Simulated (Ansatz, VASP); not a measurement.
## Ge2SeN2 in two plane-wave programs

Wanted: the spread between two codes on one cell, functional and k mesh. The cell is taken from a series of runs on this material, whose earlier steps may have relaxed, scaled, displaced or heated it; both programs get it as it stands.

Calculated with Ansatz 0.2.0; plane waves, with VASP 6.6.1 beside it; dielectric response at PBE.

**1. The structure**

It takes space group Cmc2_1 (No. 36, orthorhombic). Conventional cell: a = 11.278 Å, b = 5.903 Å, c = 5.183 Å, α = 90.00°, β = 90.00°, γ = 90.00°. Nearest to Ge lie 3 N at 1.85 to 1.88 Å and 1 Se at 2.38 Å. Nearest to Se lie 2 Ge at 2.38 Å. Nearest to N lie 3 Ge at 1.85 to 1.88 Å. Farther neighbours and most contacts between anions are not listed.

As a file:

```cif
data_structure
_symmetry_space_group_name_H-M 'Cmc2_1'
_symmetry_Int_Tables_number 36
_cell_length_a 11.2780
_cell_length_b 5.9031
_cell_length_c 5.1832
_cell_angle_alpha 90.000
_cell_angle_beta 90.000
_cell_angle_gamma 90.000
_cell_volume 345.07
loop_
_atom_site_label
_atom_site_type_symbol
_atom_site_symmetry_multiplicity
_atom_site_Wyckoff_symbol
_atom_site_fract_x
_atom_site_fract_y
_atom_site_fract_z
_atom_site_occupancy
Ge1 Ge 8 b 0.68392 0.35011 0.83372 1
Se1 Se 4 a 0.00000 0.71020 0.67403 1
N1 N 8 b 0.71865 0.37191 0.18127 1
```

**2. VASP: dielectric response, PBE**

The response to a field tests empty states and converges slowly with the mesh.

Lines of VASP's logs that name or quote its potential files are left out, and so is its time.

File INCAR:

```
SYSTEM = Ge2SeN2
PREC = Accurate
ENCUT = 520
EDIFF = 1E-08
NELM = 120
ISMEAR = 0
SIGMA = 0.01
LREAL = .FALSE.
ALGO = Normal
GGA = PE
NBANDS = 54
LORBIT = 11
LWAVE = .FALSE.
LCHARG = .FALSE.
ISIF = 2
LEPSILON = .TRUE.
LASPH = .TRUE.
GGA_COMPAT = .FALSE.
EFERMI = MIDGAP
KPAR = 2
```

File POSCAR:

```
Ge2SeN2
1.0
    5.6390191657     -2.9515389733      0.0000000000
    5.6390191657      2.9515389733      0.0000000000
    0.0000000000      0.0000000000      5.1832370000
Ge Se N
4 2 4
Direct
    0.3338190000      0.0340300000      0.3337200000
    0.9659700000      0.6661810000      0.3337200000
    0.6661810000      0.9659700000      0.8337200000
    0.0340300000      0.3338190000      0.8337200000
    0.2898020000      0.7101980000      0.1740270000
    0.7101980000      0.2898020000      0.6740270000
    0.3467340000      0.0905590000      0.6812670000
    0.9094410000      0.6532660000      0.6812670000
    0.6532660000      0.9094410000      0.1812670000
    0.0905590000      0.3467340000      0.1812670000
```

File KPOINTS:

```
Automatic mesh
0
Gamma
4 4 4
0 0 0
```

The projector-augmented-wave data sets are Ge_d, Se and N (PBE family, release 64).

Command:

```sh
$ mpirun -np 2 vasp_std
```

Numbers of over 12 decimals in the logs are rounded to 6 here.

What it wrote:

```text
[banner, memory and clock lines left out]
running    2 mpi-ranks, on    1 nodes
 distrk:  each k-point on    1 cores,    2 groups
 distr:  one band on    1 cores,    1 groups

 POSCAR found type information on POSCAR GeSeN
 POSCAR found :  3 types and      10 ions
 LDA part: xc-table for (Slater+PW92), standard interpolation
 POSCAR, INCAR and KPOINTS ok, starting setup
 FFT: planning ... GRIDC
 FFT: planning ... GRID_SOFT
 FFT: planning ... GRID
 WAVECAR not read
 entering main loop
       N       E                     dE             d eps       ncg     rms          rms(c)
DAV:   1     0.122269943890E+04    0.12227E+04   -0.39991E+04  2970   0.370E+03
DAV:   2     0.204305569142E+03   -0.10184E+04   -0.97241E+03  2284   0.109E+03
DAV:   3    -0.440489915500E+02   -0.24835E+03   -0.24193E+03  2582   0.263E+02
DAV:   4    -0.665041440233E+02   -0.22455E+02   -0.22227E+02  2848   0.931E+01
DAV:   5    -0.672581174628E+02   -0.75397E+00   -0.75098E+00  2760   0.170E+01    0.178E+01
DAV:   6    -0.586294026390E+02    0.86287E+01   -0.33540E+01  3382   0.423E+01    0.701E+00
DAV:   7    -0.588561409555E+02   -0.22674E+00   -0.41728E+00  2592   0.860E+00    0.468E+00
DAV:   8    -0.588242184944E+02    0.31922E-01   -0.60593E-01  3180   0.573E+00    0.153E+00
DAV:   9    -0.588053030027E+02    0.18915E-01   -0.15327E-01  3480   0.236E+00    0.367E-01
DAV:  10    -0.588069282713E+02   -0.16253E-02   -0.16857E-02  2576   0.727E-01    0.165E-01
DAV:  11    -0.588076658134E+02   -0.73754E-03   -0.26220E-03  2856   0.261E-01    0.991E-02
DAV:  12    -0.588076752649E+02   -0.94516E-05   -0.68580E-04  3262   0.141E-01    0.193E-02
DAV:  13    -0.588076750116E+02    0.25330E-06   -0.11766E-04  3144   0.121E-01    0.734E-03
DAV:  14    -0.588076750418E+02   -0.30219E-07   -0.13597E-05  2904   0.214E-02    0.271E-03
DAV:  15    -0.588076752835E+02   -0.24164E-06   -0.24530E-06  2968   0.837E-03    0.362E-03
DAV:  16    -0.588076750644E+02    0.21912E-06   -0.10334E-06  2788   0.513E-03    0.569E-04
DAV:  17    -0.588076750728E+02   -0.84383E-08   -0.91108E-08  2180   0.163E-03
   1 F= -.58807675E+02 E0= -.58807675E+02  d E =0.000000E+00
 Linear response reoptimize wavefunctions to high precision
DAV:   1    -0.588076750977E+02   -0.24915E-07   -0.94554E-09  1796   0.123E-03
DAV:   2    -0.588076750984E+02   -0.66211E-09   -0.55766E-09  1488   0.432E-04
DAV:   3    -0.588076750983E+02    0.38199E-10   -0.14545E-09  1488   0.243E-04
 Linear response G [H, r] |phi>, progress :
  Direction:   1
       N       E                     dE             d eps       ncg     rms
RMM:   1    -0.110890330616E+03   -0.11089E+03    0.92246E+03  2296   0.120E+03
RMM:   2    -0.229742315765E+03   -0.11885E+03   -0.16292E+02  4528   0.528E+01
RMM:   3    -0.231686488103E+03   -0.19442E+01   -0.11901E+01  4945   0.115E+01
RMM:   4    -0.231721307280E+03   -0.34819E-01   -0.14017E+00  5201   0.328E+00
RMM:   5    -0.231693227414E+03    0.28080E-01   -0.21396E-01  5243   0.105E+00
RMM:   6    -0.231683995450E+03    0.92320E-02   -0.54901E-02  5284   0.331E-01
RMM:   7    -0.231680932747E+03    0.30627E-02   -0.15969E-02  5233   0.115E-01
RMM:   8    -0.231679846747E+03    0.10860E-02   -0.48176E-03  5571   0.433E-02
RMM:   9    -0.231679604039E+03    0.24271E-03   -0.38394E-03  5696   0.194E-02
RMM:  10    -0.231679487273E+03    0.11677E-03   -0.42747E-04  5802   0.123E-02
RMM:  11    -0.231679429675E+03    0.57597E-04    0.36527E-04  5681   0.100E-02
RMM:  12    -0.231679486640E+03   -0.56964E-04   -0.31603E-04  5644   0.938E-03
RMM:  13    -0.231679474305E+03    0.12334E-04   -0.41572E-04  5604   0.915E-03
RMM:  14    -0.231679449738E+03    0.24567E-04   -0.33231E-06  5561   0.912E-03
 Linear response G [H, r] |phi>, progress :
  Direction:   2
       N       E                     dE             d eps       ncg     rms
RMM:   1    -0.106435321394E+03   -0.10644E+03    0.89202E+03  2287   0.117E+03
 LRF_COMMUTATOR internal error: the vector H(1)-e(1) S(1) |phi(0)> is not orthog
 onal to |phi(0)> (-1.098833400262518E-004,-9.684961166378514E-015)
 LRF_COMMUTATOR internal error: the vector H(1)-e(1) S(1) |phi(0)> is not orthog
 onal to |phi(0)> (1.098833403538925E-004,5.747399084432558E-014)
 LRF_COMMUTATOR internal error: the vector H(1)-e(1) S(1) |phi(0)> is not orthog
 onal to |phi(0)> (-1.216807765963718E-004,8.671741710125636E-014)
 LRF_COMMUTATOR internal error: the vector H(1)-e(1) S(1) |phi(0)> is not orthog
 onal to |phi(0)> (1.216807823026176E-004,4.841862587950940E-014)
RMM:   2    -0.229804137012E+03   -0.12337E+03   -0.20316E+02  4461   0.569E+01
 LRF_COMMUTATOR internal error: the vector H(1)-e(1) S(1) |phi(0)> is not orthog
 onal to |phi(0)> (-1.098833400200432E-004,-1.481453848484193E-014)
 LRF_COMMUTATOR internal error: the vector H(1)-e(1) S(1) |phi(0)> is not orthog
 onal to |phi(0)> (1.098833403597975E-004,3.221034550193735E-014)
 LRF_COMMUTATOR internal error: the vector H(1)-e(1) S(1) |phi(0)> is not orthog
[...]
RMM:   7    -0.232405283639E+03    0.10033E-03   -0.90887E-04  5334   0.155E-01
RMM:   8    -0.232405393426E+03   -0.10979E-03   -0.37336E-04  5711   0.670E-02
RMM:   9    -0.232405392247E+03    0.11781E-05    0.58793E-04  5877   0.358E-02
RMM:  10    -0.232405395818E+03   -0.35703E-05    0.82088E-05  5934   0.245E-02
[...]
RMM:  13    -0.247866695111E+01   -0.29493E-08   -0.51568E-08  3339   0.238E-04
 change of polarisation eV/A/(eV/A) component  2 :     0.448     4.957     0.195
 dielectric tensor                  component  2 :     0.470     6.199     0.205
 Linear response to external field (no local field effect), progress :
  Direction:   3
       N       E                     dE             d eps       ncg     rms          rms(c)
RMM:   1    -0.366411402653E+00   -0.36641E+00    0.16873E+01  2377   0.373E+01
RMM:   2    -0.241446213317E+01   -0.20481E+01   -0.10800E+00  4813   0.263E+00
RMM:   3    -0.243096823528E+01   -0.16506E-01   -0.48772E-02  4798   0.570E-01
RMM:   4    -0.243174801690E+01   -0.77978E-03   -0.43765E-03  4904   0.145E-01
RMM:   5    -0.243181391825E+01   -0.65901E-04   -0.27151E-04  4905   0.370E-02
RMM:   6    -0.243181722372E+01   -0.33055E-05   -0.17741E-05  4913   0.100E-02
RMM:   7    -0.243181742660E+01   -0.20288E-06   -0.15699E-06  4920   0.290E-03
RMM:   8    -0.243181742999E+01   -0.33868E-08   -0.38420E-07  4873   0.971E-04
RMM:   9    -0.243181741979E+01    0.10194E-07   -0.37841E-07  4677   0.442E-04
RMM:  10    -0.243181742586E+01   -0.60686E-08    0.67884E-08  4260   0.283E-04
 change of polarisation eV/A/(eV/A) component  3 :     0.070     0.195     4.864
 dielectric tensor                  component  3 :     0.073     0.205     6.101
 Linear response to external field, progress :
  Direction:   1
       N       E                     dE             d eps       ncg     rms          rms(c)
RMM:   1    -0.419397017855E+00   -0.41940E+00    0.17974E+01  2708   0.358E+01
RMM:   2    -0.368640247931E+01   -0.32670E+01   -0.96177E-01  5440   0.254E+00    0.338E+00
RMM:   3    -0.352255102148E+01    0.16385E+00   -0.29568E-01  5116   0.183E+00    0.175E+00
RMM:   4    -0.362582879596E+01   -0.10328E+00   -0.10288E-01  5490   0.110E+00    0.527E-01
RMM:   5    -0.370048710900E+01   -0.74658E-01   -0.63120E-03  5119   0.432E-01    0.126E-01
RMM:   6    -0.372167835534E+01   -0.21191E-01   -0.34868E-03  5347   0.152E-01    0.513E-02
RMM:   7    -0.372785788911E+01   -0.61795E-02   -0.22792E-03  4993   0.784E-02    0.144E-02
RMM:   8    -0.372955395165E+01   -0.16961E-02   -0.28692E-04  5038   0.282E-02    0.395E-03
RMM:   9    -0.372981034669E+01   -0.25640E-03   -0.77530E-04  5335   0.112E-02    0.132E-03
RMM:  10    -0.372973948661E+01    0.70860E-04   -0.17216E-04  5239   0.447E-03    0.534E-04
RMM:  11    -0.372973796236E+01    0.15243E-05    0.77263E-05  5269   0.194E-03    0.157E-04
RMM:  12    -0.372974150316E+01   -0.35408E-05   -0.12151E-05  5511   0.950E-04    0.857E-05
RMM:  13    -0.372973885492E+01    0.26482E-05    0.56248E-06  5193   0.587E-04    0.220E-05
RMM:  14    -0.372973840728E+01    0.44763E-06    0.95776E-07  4900   0.352E-04    0.186E-05
RMM:  15    -0.372973758227E+01    0.82501E-06    0.66036E-06  3799   0.263E-04    0.527E-06
 change of polarisation eV/A/(eV/A) component  1 :     6.876     0.432     0.000
 dielectric tensor                  component  1 :     8.212     0.453     0.000
 Linear response to external field, progress :
  Direction:   2
       N       E                     dE             d eps       ncg     rms          rms(c)
RMM:   1    -0.365860095436E+00   -0.36586E+00    0.16065E+01  2711   0.362E+01
RMM:   2    -0.245989710680E+01   -0.20940E+01   -0.11156E+00  5502   0.263E+00    0.283E+00
RMM:   3    -0.232822669418E+01    0.13167E+00   -0.26321E-01  4881   0.150E+00    0.143E+00
RMM:   4    -0.238484495633E+01   -0.56618E-01   -0.11101E-01  5397   0.932E-01    0.512E-01
RMM:   5    -0.243785074273E+01   -0.53006E-01   -0.78753E-03  4964   0.408E-01    0.158E-01
RMM:   6    -0.246039917721E+01   -0.22548E-01   -0.18179E-03  5222   0.166E-01    0.556E-02
RMM:   7    -0.246617630458E+01   -0.57771E-02   -0.71645E-05  5159   0.695E-02    0.155E-02
RMM:   8    -0.246771504097E+01   -0.15387E-02   -0.43670E-05  4970   0.263E-02    0.539E-03
RMM:   9    -0.246806092205E+01   -0.34588E-03    0.15993E-04  5310   0.111E-02    0.127E-03
RMM:  10    -0.246813679912E+01   -0.75877E-04    0.10706E-05  5201   0.407E-03    0.424E-04
RMM:  11    -0.246817072244E+01   -0.33923E-04    0.17183E-05  5317   0.176E-03    0.209E-04
RMM:  12    -0.246816748316E+01    0.32393E-05    0.15755E-06  5392   0.801E-04    0.746E-05
RMM:  13    -0.246816852036E+01   -0.10372E-05   -0.35334E-07  5460   0.370E-04    0.412E-05
RMM:  14    -0.246816730253E+01    0.12178E-05    0.77933E-08  4922   0.273E-04    0.962E-06
 change of polarisation eV/A/(eV/A) component  2 :     0.414     4.550    -0.000
 dielectric tensor                  component  2 :     0.434     5.772    -0.000
 Linear response to external field, progress :
  Direction:   3
       N       E                     dE             d eps       ncg     rms          rms(c)
RMM:   1    -0.366411402653E+00   -0.36641E+00    0.16873E+01  2377   0.373E+01
RMM:   2    -0.241446192863E+01   -0.20481E+01   -0.10800E+00  4808   0.263E+00    0.279E+00
RMM:   3    -0.225141558301E+01    0.16305E+00   -0.31242E-01  4298   0.170E+00    0.138E+00
RMM:   4    -0.228996370380E+01   -0.38548E-01   -0.86439E-02  4746   0.903E-01    0.601E-01
RMM:   5    -0.235201487604E+01   -0.62051E-01   -0.17538E-02  4298   0.490E-01    0.166E-01
RMM:   6    -0.237511868404E+01   -0.23104E-01   -0.23162E-03  4892   0.193E-01    0.534E-02
RMM:   7    -0.238108575489E+01   -0.59671E-02   -0.44299E-04  4289   0.784E-02    0.184E-02
RMM:   8    -0.238171583281E+01   -0.63008E-03   -0.10729E-04  4774   0.250E-02    0.746E-03
RMM:   9    -0.238242459259E+01   -0.70876E-03   -0.45605E-05  4276   0.145E-02    0.150E-03
RMM:  10    -0.238244026694E+01   -0.15674E-04   -0.62938E-06  4456   0.584E-03    0.734E-04
RMM:  11    -0.238248859752E+01   -0.48331E-04    0.43676E-06  4703   0.240E-03    0.280E-04
RMM:  12    -0.238248262499E+01    0.59725E-05   -0.66981E-07  4622   0.854E-04    0.111E-04
RMM:  13    -0.238248189359E+01    0.73140E-06   -0.10436E-06  4814   0.443E-04    0.518E-05
RMM:  14    -0.238248132251E+01    0.57108E-06   -0.11203E-06  4224   0.304E-04    0.150E-05
RMM:  15    -0.238248074910E+01    0.57341E-06   -0.75632E-07  3634   0.241E-04    0.102E-05
RMM:  16    -0.238248085485E+01   -0.10576E-06   -0.84377E-08  2574   0.213E-04    0.319E-06
 change of polarisation eV/A/(eV/A) component  3 :     0.066     0.187     4.392
 dielectric tensor                  component  3 :     0.069     0.196     5.606
 Born effective charges drift removed
```

Parts of OUTCAR (step 2):

```text
ion  position               nearest neighbor table
   1  0.334  0.034  0.334-   7 1.85  10 1.86   9 1.88   5 2.38
   2  0.966  0.666  0.334-   8 1.85   9 1.86  10 1.88   5 2.38
   3  0.666  0.966  0.834-   9 1.85   8 1.86   7 1.88   6 2.38
   4  0.034  0.334  0.834-  10 1.85   7 1.86   8 1.88   6 2.38
   5  0.290  0.710  0.174-   1 2.38   2 2.38
   6  0.710  0.290  0.674-   3 2.38   4 2.38
   7  0.347  0.091  0.681-   1 1.85   4 1.86   3 1.88
   8  0.909  0.653  0.681-   2 1.85   3 1.86   4 1.88
   9  0.653  0.909  0.181-   3 1.85   2 1.86   1 1.88
  10  0.091  0.347  0.181-   4 1.85   1 1.86   2 1.88

  LATTYP: Found a base centered orthorhombic cell.
 ALAT       =     5.9030779466
 B/A-ratio  =     1.9105352214
 C/A-ratio  =     0.8780566760

 Subroutine GETGRP returns: Found  4 space group operations
 (whereof  2 operations were pure point group operations)

The static configuration has the point symmetry C_1h.
 The point group associated with its full space group is C_2v.

 Found     21 irreducible k-points:

   k-points           NKPTS =     21   k-points in BZ     NKDIM =     21   number of bands    NBANDS=     54

   dimension x,y,z NGX =    48 NGY =   48 NGZ =   40
   dimension x,y,z NGXF=    96 NGYF=   96 NGZF=   80

   ENCUT  =  520.0 eV  38.22 Ry    6.18 a.u.  11.83 11.83  9.64*2*pi/ulx,y,z

   NELECT =      88.0000    total number of electrons

 k-points in reciprocal lattice and weights: Automatic mesh
   0.00000000  0.00000000  0.00000000       0.016
   0.25000000  0.00000000  0.00000000       0.062
   0.50000000  0.00000000  0.00000000       0.031
   0.25000000  0.25000000  0.00000000       0.031
   0.50000000  0.25000000  0.00000000       0.062
  -0.25000000  0.25000000  0.00000000       0.031
   0.50000000  0.50000000  0.00000000       0.016
   0.00000000  0.00000000  0.25000000       0.031
   0.25000000  0.00000000  0.25000000       0.125
[...]
-0.25000000  0.25000000  0.50000000       0.031
   0.50000000  0.50000000  0.50000000       0.016

 average (electrostatic) potential at core
       1 -75.8840       2 -75.8840       3 -75.8840       4 -75.8840       5 -53.9664
       6 -53.9664       7 -64.8077       8 -64.8077       9 -64.8077      10 -64.8077

  Total        0.4025584      0.5698840      0.6361171      0.0000000      0.0000000      0.0000000
  in kB        3.7381467      5.2919279      5.9069664      0.0000000      0.0000000      0.0000000
  external PRESSURE =       4.9790137 kB  Pullay stress =       0.0000000 kB

  energy-cutoff  :      520.00
  volume of cell :      172.54
      direct lattice vectors                 reciprocal lattice vectors
     5.639019166 -2.951538973  0.000000000     0.088667902 -0.169403150  0.000000000
     5.639019166  2.951538973  0.000000000     0.088667902  0.169403150  0.000000000
     0.000000000  0.000000000  5.183237000     0.000000000  0.000000000  0.192929631

 POSITION                                       TOTAL-FORCE (eV/Angst)
 -----------------------------------------------------------------------------------
      2.07431     -0.88484      1.72975        -0.034467     -0.008623     -0.005262
      9.20373     -0.88484      1.72975         0.034467     -0.008623     -0.005262
      9.20373      0.88484      4.32137         0.034467      0.008623     -0.005262
      2.07431      0.88484      4.32137        -0.034467      0.008623     -0.005262
      5.63902      1.24082      0.90202         0.000000     -0.016850     -0.014071
      5.63902     -1.24082      3.49364         0.000000      0.016850     -0.014071
      2.46590     -0.75611      3.53117        -0.001829     -0.007654      0.012297
      8.81213     -0.75611      3.53117         0.001829     -0.007654      0.012297
      8.81213      0.75611      0.93955         0.001829      0.007654      0.012297
      2.46590      0.75611      0.93955        -0.001829      0.007654      0.012297
 -----------------------------------------------------------------------------------
    total drift:                               -0.000001     -0.000000      0.005142

 MACROSCOPIC STATIC DIELECTRIC TENSOR (including local field effects in DFT)
 ------------------------------------------------------
           8.211694     0.000000     0.000000
           0.000000     5.772197     0.000000
           0.000000     0.000000     5.606063
 ------------------------------------------------------

 PIEZOELECTRIC TENSOR (including local field effects)  for field in x, y, z        (C/m^2)
          XX          YY          ZZ          XY          YZ          ZX
  --------------------------------------------------------------------------------
  x     0.00000     0.00000     0.00000     0.00000     0.00000     0.37126
  y     0.00000     0.00000     0.00000     0.00000     0.48719     0.00000
  z    -0.00457     0.41889    -0.57230     0.00000     0.00000     0.00000

 BORN EFFECTIVE CHARGES (including local field effects) (in |e|, cummulative output)
 ---------------------------------------------------------------------------------
 ion    1
    1     3.90333     0.48927     0.46001
    2    -0.13413     3.26683     0.27462
    3    -0.18776     0.12482     3.23561
 ion    2
    1     3.90333    -0.48927    -0.46001
    2     0.13413     3.26683     0.27462
    3     0.18776     0.12482     3.23561
 ion    3
    1     3.90333     0.48927    -0.46001
    2    -0.13413     3.26683    -0.27462
    3     0.18776    -0.12482     3.23561
 ion    4
    1     3.90333    -0.48927     0.46001
    2     0.13413     3.26683    -0.27462
    3    -0.18776    -0.12482     3.23561
 ion    5
    1    -2.19664     0.00000     0.00000
    2     0.00000    -0.73966     0.17117
    3     0.00000     0.27018    -0.63520
 ion    6
    1    -2.19664     0.00000     0.00000
    2     0.00000    -0.73966    -0.17117
    3     0.00000    -0.27018    -0.63520
 ion    7
    1    -2.80501     1.07200    -0.74271
    2     0.75150    -2.89700    -0.12469
    3    -0.34205    -0.11737    -2.91800
 ion    8
    1    -2.80501    -1.07200     0.74271
    2    -0.75150    -2.89700    -0.12469
    3     0.34205    -0.11737    -2.91800
 ion    9
    1    -2.80501     1.07200     0.74271
    2     0.75150    -2.89700     0.12469
    3     0.34205     0.11737    -2.91800
 ion   10
    1    -2.80501    -1.07200    -0.74271
    2    -0.75150    -2.89700     0.12469
    3    -0.34205     0.11737    -2.91800
```

The dielectric response converges more slowly with the mesh than energies do, so tensor and charges may still move on a finer one.

[end of part 1 of 2]

[Lines on the potential files, build, host, timing and source positions are cut from VASP's logs without a mark.]

[Logs are printed without paths, hosts, clocks, repeated set-up lines and the standing remarks that a program may print on its own settings, such as how far it seeks lower states.]

[Hosts, paths, dates, database ids (printed as entryN), source tags and the programs' standing remarks are cut or masked in the printed files.]
